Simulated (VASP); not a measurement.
A convergence study with VASP on Mg₂Si (antifluorite): a few settings are varied, all else stays as given below, so the limit is that of these other settings.

```xyz
3
Lattice="0.0000 3.1750 3.1750 3.1750 0.0000 3.1750 3.1750 3.1750 0.0000" Properties=species:S:1:pos:R:3 pbc="T T T"
Mg     1.5875     1.5875     1.5875
Mg     4.7625     4.7625     4.7625
Si     0.0000     0.0000     0.0000
```

Computed with PBEsol GGA, VASP's PBE PAW potentials (set 64) (plane waves; VASP). The last row used: 550 eV cut-off, 13×13×13 Γ-centred mesh, second-order Methfessel-Paxton smearing of 0.40 eV, potentials Mg Si.

Gaps are read on the run's mesh, which can miss a band edge.

```json
[
 {"setting": "ISMEAR = -1, SIGMA = 0.01, 3×3×3 mesh", "E (eV/atom)": "-3.0487", "pressure (GPa)": "-0.53", "gap on the mesh (eV)": "0.657", "irreducible k-points": "4"},
 {"setting": "ISMEAR = -1, SIGMA = 0.1, 3×3×3 mesh", "E (eV/atom)": "-3.0475", "pressure (GPa)": "-0.50", "gap on the mesh (eV)": "0.664", "irreducible k-points": "4"},
 {"setting": "ISMEAR = 0, SIGMA = 0.01, 3×3×3 mesh", "E (eV/atom)": "-3.0487", "pressure (GPa)": "-0.53", "gap on the mesh (eV)": "0.657", "irreducible k-points": "4"},
 {"setting": "ISMEAR = 0, SIGMA = 0.2, 3×3×3 mesh", "E (eV/atom)": "-3.0484", "pressure (GPa)": "-0.52", "gap on the mesh (eV)": "0.658", "irreducible k-points": "4"},
 {"setting": "ISMEAR = 1, SIGMA = 0.05, 3×3×3 mesh", "E (eV/atom)": "-3.0486", "pressure (GPa)": "-0.53", "gap on the mesh (eV)": "0.657", "irreducible k-points": "4"},
 {"setting": "ISMEAR = 1, SIGMA = 0.2, 3×3×3 mesh", "E (eV/atom)": "-3.0485", "pressure (GPa)": "-0.53", "gap on the mesh (eV)": "0.656", "irreducible k-points": "4"},
 {"setting": "ISMEAR = 2, SIGMA = 0.05, 3×3×3 mesh", "E (eV/atom)": "-3.0486", "pressure (GPa)": "-0.53", "gap on the mesh (eV)": "0.657", "irreducible k-points": "4"},
 {"setting": "ISMEAR = 2, SIGMA = 0.2, 3×3×3 mesh", "E (eV/atom)": "-3.0484", "pressure (GPa)": "-0.53", "gap on the mesh (eV)": "0.657", "irreducible k-points": "4"},
 {"setting": "ISMEAR = -1, SIGMA = 0.01, 7×7×7 mesh", "E (eV/atom)": "-3.2207", "pressure (GPa)": "-0.67", "gap on the mesh (eV)": "0.253", "irreducible k-points": "20"},
 {"setting": "ISMEAR = -1, SIGMA = 0.2, 7×7×7 mesh", "E (eV/atom)": "-3.2183", "pressure (GPa)": "-0.66", "gap on the mesh (eV)": "0.273", "irreducible k-points": "20"},
 {"setting": "ISMEAR = 0, SIGMA = 0.01, 7×7×7 mesh", "E (eV/atom)": "-3.2207", "pressure (GPa)": "-0.67", "gap on the mesh (eV)": "0.253", "irreducible k-points": "20"},
 {"setting": "ISMEAR = 0, SIGMA = 0.4, 7×7×7 mesh", "E (eV/atom)": "-3.2195", "pressure (GPa)": "-0.69", "gap on the mesh (eV)": "0.268", "irreducible k-points": "20"},
 {"setting": "ISMEAR = 1, SIGMA = 0.05, 7×7×7 mesh", "E (eV/atom)": "-3.2207", "pressure (GPa)": "-0.67", "gap on the mesh (eV)": "0.253", "irreducible k-points": "20"},
 {"setting": "ISMEAR = 1, SIGMA = 0.4, 7×7×7 mesh", "E (eV/atom)": "-3.2202", "pressure (GPa)": "-0.70", "gap on the mesh (eV)": "0.256", "irreducible k-points": "20"},
 {"setting": "ISMEAR = 2, SIGMA = 0.05, 7×7×7 mesh", "E (eV/atom)": "-3.2207", "pressure (GPa)": "-0.67", "gap on the mesh (eV)": "0.253", "irreducible k-points": "20"},
 {"setting": "ISMEAR = 2, SIGMA = 0.4, 7×7×7 mesh", "E (eV/atom)": "-3.2202", "pressure (GPa)": "-0.69", "gap on the mesh (eV)": "0.254", "irreducible k-points": "20"},
 {"setting": "ISMEAR = -1, SIGMA = 0.05, 13×13×13 mesh", "E (eV/atom)": "-3.2238", "pressure (GPa)": "-0.66", "gap on the mesh (eV)": "0.165", "irreducible k-points": "84"},
 {"setting": "ISMEAR = -1, SIGMA = 0.2, 13×13×13 mesh", "E (eV/atom)": "-3.2211", "pressure (GPa)": "-0.65", "gap on the mesh (eV)": "0.179", "irreducible k-points": "84"},
 {"setting": "ISMEAR = 0, SIGMA = 0.1, 13×13×13 mesh", "E (eV/atom)": "-3.2238", "pressure (GPa)": "-0.66", "gap on the mesh (eV)": "0.165", "irreducible k-points": "84"},
 {"setting": "ISMEAR = 0, SIGMA = 0.4, 13×13×13 mesh", "E (eV/atom)": "-3.2227", "pressure (GPa)": "-0.67", "gap on the mesh (eV)": "0.174", "irreducible k-points": "84"},
 {"setting": "ISMEAR = 1, SIGMA = 0.1, 13×13×13 mesh", "E (eV/atom)": "-3.2238", "pressure (GPa)": "-0.66", "gap on the mesh (eV)": "0.164", "irreducible k-points": "84"},
 {"setting": "ISMEAR = 1, SIGMA = 0.4, 13×13×13 mesh", "E (eV/atom)": "-3.2239", "pressure (GPa)": "-0.68", "gap on the mesh (eV)": "0.165", "irreducible k-points": "84"},
 {"setting": "ISMEAR = 2, SIGMA = 0.1, 13×13×13 mesh", "E (eV/atom)": "-3.2238", "pressure (GPa)": "-0.66", "gap on the mesh (eV)": "0.164", "irreducible k-points": "84"},
 {"setting": "ISMEAR = 2, SIGMA = 0.4, 13×13×13 mesh", "E (eV/atom)": "-3.2237", "pressure (GPa)": "-0.66", "gap on the mesh (eV)": "0.165", "irreducible k-points": "84"}
]
```

Left out are rungs that failed or repeat a setting and relaxations that didn't move; long series are thinned to 24 rows.

The compound is Mg2Si in the antifluorite structure. The cell was not relaxed at this level.
